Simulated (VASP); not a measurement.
Here is the system:

```
O2Si
1.0
    4.23304     0.00000     0.00000
    0.00000     4.23304     0.00000
    0.00000     0.00000     2.69333
Si O
2 4
Direct
  0.00000   0.00000   0.00000
  0.50000   0.50000   0.50000
  0.30681   0.30681   0.00000
  0.80681   0.19319   0.50000
  0.19319   0.80681   0.50000
  0.69319   0.69319   0.00000
```

Method: PBE GGA, VASP's PBE PAW potentials (set 64) (plane waves; VASP 6.6.1). Settings: 520 eV cut-off, 7×7×10 Γ-centred mesh, Gaussian smearing of 0.010 eV, potentials Si O.

### Question
Predict the energy per atom (σ→0), band gap (on the k-mesh) with the smallest direct gap where there is one.

### Answer

The band gap (on the k-mesh) is 5.02 eV and the smallest direct gap (on the k-mesh) comes out as 5.02 eV. The energy per atom (σ→0) comes out as -7.719 eV/atom.

The compound is SiO2 in the rutile structure, stishovite, a high-pressure form. It was relaxed first.
